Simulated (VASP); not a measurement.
Pb: relaxation of the atoms with PBE+dDsC

Pb, a slab with vacuum:

```xyz
4
Lattice="3.4928 0.0000 0.0000 -1.7464 3.0249 0.0000 0.0000 0.0000 23.5556" Properties=species:S:1:pos:R:3 pbc="T T T"
Pb    1.7464    1.0083    7.5000
Pb    0.0000    2.0166   10.3519
Pb    0.0000    0.0000   13.2038
Pb    1.7464    1.0083   16.0556
```

The cell isn't the ideal one: the (1 1 1) slab of Pb, cut from the database cell, not relaxed.

- Program: VASP 6.6.1
- Task: relaxation of the atoms
- Functional: PBE
- Dispersion: dDsC
- Potentials or basis: VASP PAW PBE potentials, release 64 (Pb_d)
- Cutoff: 520 eV
- k mesh: 9 × 9 × 1
- Occupations: gaussian, width 0.05 eV
- Spin: no spin polarisation
- Dipole correction: yes
- Atoms held fixed (from 0): [0, 1]
- Further INCAR settings: ALGO = Fast; EDIFF = 1e-06; IBRION = 2; EDIFFG = -0.01; NSW = 60

```yaml
Energy_gained_by_relaxing: 4.6 meV/atom
Ionic_steps: 15
Band_gap_on_the_k_mesh: none (metal or under the smearing width)
Dispersion_energy_per_atom: -0.244 eV
```

Step by step:
```tsv
step	energy change (eV)	largest force (eV/Å)	pressure (GPa)
1	0.0000	0.3116	-0.44
2	-0.0052	0.2920	-0.43
3	-0.0139	0.2354	-0.37
4	-0.0142	0.2163	-0.33
5	-0.0142	0.2195	-0.32
6	-0.0145	0.2129	-0.35
7	-0.0153	0.2082	-0.36
8	-0.0167	0.1956	-0.39
9	-0.0189	0.1791	-0.46
10	-0.0182	0.1833	-0.44
11	-0.0184	0.1790	-0.42
12	-0.0183	0.1835	-0.43
13	-0.0184	0.1788	-0.43
14	-0.0182	0.1759	-0.41
15	-0.0183	0.1773	-0.43
```

Final structure:
```cif
data_structure
_symmetry_space_group_name_H-M 'P 1'
_symmetry_Int_Tables_number 1
_cell_length_a 3.4928
_cell_length_b 3.4928
_cell_length_c 23.5556
_cell_angle_alpha 90.000
_cell_angle_beta 90.000
_cell_angle_gamma 120.000
_cell_volume 248.87
loop_
_atom_site_label
_atom_site_type_symbol
_atom_site_fract_x
_atom_site_fract_y
_atom_site_fract_z
_atom_site_occupancy
Pb1 Pb 0.66667 0.33333 0.31840 1
Pb2 Pb 0.33333 0.66667 0.43946 1
Pb3 Pb 0.00000 0.00000 0.56528 1
Pb4 Pb 0.66667 0.33333 0.68188 1
```

Levels at points of the mesh, in eV from the Fermi level:
| k point | band 26 | band 27 | band 28 | band 29 | band 30 | band 31 |
| --- | --- | --- | --- | --- | --- | --- |
| (0.00, 0.00, 0.00) | -1.55 | 1.01 | 2.98 | 3.53 | 4.78 | 4.99 |

Run time: 9 min on 1 thread of Intel(R) Xeon(R) 6975P-C (Granite Rapids), on a shared host, peak memory 0.43 GiB.

Spin-orbit coupling is left out, which matters for the levels of Pb.
